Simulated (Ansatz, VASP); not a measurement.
# YB6: VASP beside Ansatz, part 2 of 2

One calculation is typed for both programs; each brings its own data sets and cutoff. How far apart do they land? The cell is taken from a series of VASP runs on this material, whose earlier steps may have relaxed, scaled or displaced it; both programs get it as it stands.

VASP 6.6.1 and Ansatz 0.2.0.

So far: Set-up; VASP: zone-centre phonons, r2SCAN.

## Step 3: Ansatz: zone-centre phonons, r2SCAN

Level of this step: Ansatz beside VASP: Kohn-Sham DFT, plane waves, r2SCAN (Ansatz).

Ansatz runs on its default PAW (the set named soft_2) files.

The same cell, functional, mesh and smearing now go to Ansatz, which takes its cutoff from its data sets.

Contents of input.yaml:

```yaml
crystal:
  lattice:
    - [4.090570002, 0.0, 0.0]
    - [0.0, 4.090570002, 0.0]
    - [0.0, 0.0, 4.090570002]
  atoms:
    - { symbol: "Y", position: [0.0, 0.0, 0.0] }
    - { symbol: B, position: [0.8010236738, 0.5, 0.5] }
    - { symbol: B, position: [0.1989763262, 0.5, 0.5] }
    - { symbol: B, position: [0.5, 0.5, 0.8010236738] }
    - { symbol: B, position: [0.5, 0.5, 0.1989763262] }
    - { symbol: B, position: [0.5, 0.1989763262, 0.5] }
    - { symbol: B, position: [0.5, 0.8010236738, 0.5] }
hamiltonian:
  xc: r2scan
  pseudopotentials: { kind: paw }
kpoints:
  mp_grid: { grid: [7, 7, 7] }
scf:
  occupations: { method: methfessel_paxton, width: 0.2 }
phonons:
  method: dfpt
  qpoints: [[0, 0, 0]]
```

Started as:

```sh
ansatz run input.yaml --threads 4 --pin off --max-ram 9216MiB --backend cpu --events-out ev --progress --plain --runs-dir out
```

Numbers of over 12 decimals in the logs are rounded to 6 here.

What it wrote:

```text
Engine: ansatz 0.2.0, aarch64-unknown-linux-gnu
Pseudopotentials: kind: paw
Pseudopotential: Y, paw, valence charge 11, recommended cutoff 500 eV (meta_gga), Y.paw.azcp
Pseudopotential: B, paw, valence charge 3, recommended cutoff 500 eV (meta_gga), B.paw.azcp
Functional definition: r2SCAN
  parameter k0 = 0.174
  parameter k1 = 0.065
  parameter a1 = 4.9479
  exchange = r2scan_x(k0 = k0, k1 = k1, a1 = a1)
  correlation = r2scan_c
Crystal: 7 atoms, lattice volume = 68.447 Å³
Basis set: ecut = 500 eV, 1743 PW (Γ), exchange–correlation on 150×150×150 points (125 copies of the dense FFT grid, shifted against one another)
Bands: 22, of which v1, the nominal top of the filled ones, is band 15 counted from 1 (14 counted from 0)
Symmetry: 48 space group operations
k-points: 100 of 343 (irreducible under 2 space group operations, time reversal used)
Non-local potential: Y, projectors of the file, l = 0: 3, l = 1: 2, l = 2: 2, l = 3: 1
Non-local potential: B, projectors of the file, l = 0: 2, l = 1: 2, l = 2: 1
PAW form: soft (Blöchl's): semilocal exchange-correlation on the pseudo side does not see the compensation charge
PAW frozen core: Y, regenerated for the run's functional (the file was generated under x = pbe(κ = 0.804, μ = 0.219515), c = pbe(β = 0.066725))
PAW frozen core: B, regenerated for the run's functional (the file was generated under x = pbe(κ = 0.804, μ = 0.219515), c = pbe(β = 0.066725))
PAW one-centre angular grid: Y, 590 points (default); XC on 160 Gauss nodes
PAW one-centre angular grid: B, 302 points (default); XC on 160 Gauss nodes
Initial density: superposition of atomic densities (neutral atoms: chi_scale 0, normalization atom), corrected by the library's trained network
Initial wavefunctions: pseudopotential atomic-orbital guess
Functional: x = r2scan, c = r2scan; τ floored in thin density (d = 2e-4 eV/Å³)
SCF iter   1: F=—  HF=-4802.183447 eV  |F-HF|=—  |Δ(HF+E_count)|=         —  Δρ=5.41e-3  dr2=1.25e-2  dr2_τ=9.64e-1  ethr=1.77e-3  ⟨swp⟩=5.4  Hψ=10813  notcnv=0
preconditioner: auto → Kerker (q_TF=auto, 2.364 Å⁻¹)  [metal: Δε(μ)=0.051 eV  Ē_g=10.511 eV  σ=0.200 eV  W_gap=0.21  n_scr=18 (ndim 8)  ℏωp=20.6 eV  f_vac=0.000  D(μ)=2.01/eV (n_scr^D=18)]
SCF iter   2: F=—  HF=-4802.294166 eV  |F-HF|=—  |Δ(HF+E_count)|=   1.11e-1  S|Δr|=    0.00e0  Δρ=4.13e-3  dr2=6.95e-3  dr2_τ=9.08e-5  ethr=4.31e-5  ⟨swp⟩=2.0  Hψ=4138  notcnv=0  defer=28
SCF iter   3: F=—  HF=-4802.294922 eV  |F-HF|=—  |Δ(HF+E_count)|=   7.56e-4  S|Δr|=    0.00e0  Δρ=4.99e-4  dr2=1.80e-4  dr2_τ=1.16e-4  ethr=2.40e-5  ⟨swp⟩=2.7  Hψ=3395  notcnv=0  defer=28
SCF iter   4: F=—  HF=-4802.295014 eV  |F-HF|=—  |Δ(HF+E_count)|=   9.20e-5  S|Δr|=    0.00e0  Δρ=3.46e-4  dr2=4.60e-5  dr2_τ=3.14e-6  ethr=6.19e-7  ⟨swp⟩=2.4  Hψ=3274  notcnv=0  defer=28
SCF iter   5: F=—  HF=-4802.295034 eV  |F-HF|=—  |Δ(HF+E_count)|=   1.97e-5  S|Δr|=    0.00e0  Δρ=6.37e-5  dr2=2.32e-6  dr2_τ=1.82e-7  ethr=1.58e-7  ⟨swp⟩=2.1  Hψ=3165  notcnv=0  defer=28
SCF iter   6: F=—  HF=-4802.295036 eV  |F-HF|=—  |Δ(HF+E_count)|=   2.00e-6  S|Δr|=    0.00e0  Δρ=1.39e-5  dr2=8.99e-8  dr2_τ=7.53e-9  ethr=8.00e-9  ⟨swp⟩=2.2  Hψ=3432  notcnv=0  defer=28
SCF iter   7: F=—  HF=-4802.295036 eV  |F-HF|=—  |Δ(HF+E_count)|=   4.57e-8  S|Δr|=    0.00e0  Δρ=2.57e-6  dr2=5.67e-9  dr2_τ=4.87e-10  ethr=3.10e-10  ⟨swp⟩=2.5  Hψ=3456  notcnv=0  defer=28
SCF iter   8: F=—  HF=-4802.295036 eV  |F-HF|=—  |Δ(HF+E_count)|=   5.39e-9  S|Δr|=    0.00e0  Δρ=6.61e-7  dr2=3.26e-10  dr2_τ=1.31e-11  ethr=1.96e-11  ⟨swp⟩=2.2  Hψ=3332  notcnv=0  defer=28
SCF iter   9: F=—  HF=-4802.295036 eV  |F-HF|=—  |Δ(HF+E_count)|=  1.49e-10  S|Δr|=    0.00e0  Δρ=3.85e-7  dr2=4.94e-11  dr2_τ=2.57e-12  ethr=1.13e-12  ⟨swp⟩=2.1  Hψ=3212  notcnv=0  defer=28
SCF iter  10: F=-4802.295036 eV  HF=-4802.295036 eV  |F-HF|=2.73e-12  |Δ(HF+E_count)|=  1.55e-11  S|Δr|=    0.00e0  Δρ=1.43e-8  dr2=8.33e-14  dr2_τ=1.78e-14  ethr=1.00e-12  ⟨swp⟩=10.5  Hψ=11816  notcnv=0
SCF 1 converged in 10 iterations: F = -4802.295036 eV  dr2 = 8.33e-14
  greatest PAW one-centre occupation: 0.995 electrons in one spin orbital (limit 2), on the Y atom at site 0 (counted from 0), in its partial waves of l = 0
DFPT response loops at Γ: preconditioner auto → Kerker (q_TF=auto, 2.364 Å⁻¹) (partly filled bands, converged f_vac=0.000); β = 1.00, the filter's whole step (`scf.mixing.beta` (0.50) is not read by the response loops under this deck's `scf.mixing.preconditioner`; to damp them name `kerker` or `kerker_dos`, under which they read `scf.mixing.beta`, and type it under 1.00, their step now; both keys bind the ground state too); Broyden in place of MSR1
SCF converged after 10 iterations
Stability not checked: this state was not tested for a lower state beside it, because cold or Methfessel-Paxton smearing, or corrected tetrahedra, fill the levels in a way that the test cannot read (fill_not_monotonic; see scf.lower_state_search)
Free energy (F): -4802.295036 eV
Harris-Foulkes:  -4802.295036 eV  (|F-HF|=2.73e-12)
Internal energy: -4802.283717 eV  (E = F + TS)
E sigma→0 (E₀):  -4802.292206 eV
Entropy (-TS):   -0.011319 eV (-1.617 meV/atom)
Fermi energy:    11.843713 eV
--- Per-component energies (eV) ---
  E_band       = -56.701791
  E_kinetic    = 607.095121
  E_local      = -668.689693  (includes V_loc(G=0)·N_el)
  E_nonlocal   = 116.678551
  E_hartree    = 202.709264
  E_xc         = -360.322499
  E_vxc        = -475.041826  (∫ρ·V_xc dr)
  E_paw        = -3322.123393  (= ΣΔE_a)
  E_vpaw       = -66.286323  (= ΣTr[D̂ρ^β])
  E_aug_tail   = -0.000006  (compensation charges beyond the density's cutoff)
  E_vtau       = 24.123856  (kinetic-family band-sum trace: ∫τ·v_τ [+ j·A + Jᵃ·Aᵃ] dr)
  E_ewald      = -1377.366456
  E_core_change = -0.264606  (= ΣΔE_core)
  E_smearing   = -0.011319  (= −TS)
  E_closure    = 0.000000  (closes the sum)
  Σ components = -4802.295036   (vs F -4802.295036, Δ=0.00e0)
--- Band table (eV; the first three rows and the last of 100) ---
  k-point 0: bands = [... 11 lower, 9.6322, 9.6322, 9.6322, 12.8397, 12.8397, 12.8397, 12.8613, 12.8613, ... 3 higher]
  k-point 1: bands = [... 11 lower, 9.0508, 9.0508, 9.7310, 11.2370, 13.0508, 13.5267, 13.5267, 14.5912, ... 3 higher]
  k-point 2: bands = [... 11 lower, 8.1622, 8.1622, 9.9459, 9.9866, 13.4556, 13.4556, 13.5370, 14.0362, ... 3 higher]
  k-point 99: bands = [... 11 lower, 6.7626, 8.4789, 8.5368, 13.0914, 13.3540, 14.2644, 14.6187, 14.7981, ... 3 higher]
--- Phonons (Γ-DFPT): 3 representative perturbations + reference, on 100 of 343 k-points (Σ response iterations 21) ---
  k mesh reduced under 2 symmetry operations, with k and −k counted as one. Each operation leaves every solved perturbation unchanged. A smaller set is not considered because the functional reads the kinetic-energy density
  ASR residual: 4.865e-4 → 0.000e0 eV/Å²; symmetrization residual: 2.006e-6 eV/Å²
  ASR residual per site (eV/Å²): 3.14e-5 4.86e-4 4.86e-4 4.86e-4 4.86e-4 4.86e-4 4.86e-4
  Γ frequencies (cm⁻¹): 0.00 0.00 0.00 115.58 115.58 115.58 516.12 516.12 516.12 576.50 576.50 576.50 704.69 704.69 704.69 887.48 887.48 887.48 1181.47 1181.47 1341.82
  non-analytic LO–TO correction: not included (Born effective charges unavailable; polar crystals: no LO–TO splitting at Γ)
--- Phonons (arbitrary-q DFPT): 1 explicit q-point ---
  q = [0, 0, 0] (of the zone-centre solve; hermiticity 9.78e-8, symmetrization 3.62e-9): 0.00 0.00 0.00 115.58 115.58 115.58 516.12 516.12 516.12 576.50 576.50 576.50 704.69 704.69 704.69 887.48 887.48 887.48 1181.47 1181.47 1341.82
  sum rule: each row above includes the acoustic sum rule's correction from the zone centre's row sums; it moved no ω² by more than (3.50 cm⁻¹)²
```

Run time: 45 s. Hardware: 4 threads of Arm Neoverse V1, shared host; peak memory 1.5 GiB; 2.9 min of CPU time.

## Step 4: Comparison

Known differences besides the potentials themselves: VASP keeps PBE cores, Ansatz makes them for the functional; the cutoff is 500 eV in Ansatz and 420 eV in VASP; VASP uses finite displacements, Ansatz perturbation theory. Total energies have different zeros and are not compared.

Both answers:

| quantity | Ansatz | VASP | difference |
| --- | --- | --- | --- |
| optical mode 1 to 3 (cm⁻¹) | 115.6 | 115.4 | +0.12 % |
| optical mode 4 to 6 (cm⁻¹) | 516.1 | 516.6 | -0.09 % |
| optical mode 7 to 9 (cm⁻¹) | 576.5 | 574.6 | +0.32 % |
| optical mode 10 to 12 (cm⁻¹) | 704.7 | 707.4 | -0.38 % |
| optical mode 13 to 15 (cm⁻¹) | 887.5 | 892.2 | -0.53 % |
| optical mode 16 to 17 (cm⁻¹) | 1181.5 | 1182.5 | -0.08 % |
| optical mode 18 (cm⁻¹) | 1341.8 | 1350.8 | -0.67 % |

Modes are paired by rising frequency and degeneracy, not by their patterns, so a pair may still set unlike modes beside each other.

## Step 5: Summary of results

- r.m.s. difference of the optical zone-centre modes, each program's sorted by frequency (zone-centre phonons, r2SCAN): 3.2 cm⁻¹
- difference in optical mode 18 (zone-centre phonons, r2SCAN): -0.7 %

In words: The r.m.s. difference of the optical zone-centre modes, each program's sorted by frequency is 3.2 cm⁻¹ (zone-centre phonons, r2SCAN). Among the rows given in per cent, the largest difference of the zone-centre phonons, r2SCAN pair is in optical mode 18, -0.7 %. How closely two codes agree says nothing of how well the functional describes the real material.

[Lines on the potential files, build, host, timing and source positions are cut from VASP's logs without a mark.]

[Logs are printed without paths, hosts, clocks, repeated set-up lines and the standing remarks that a program may print on its own settings, such as how far it seeks lower states.]

[Hosts, paths, dates, database ids (printed as entryN), source tags and the programs' standing remarks are cut or masked in the printed files.]
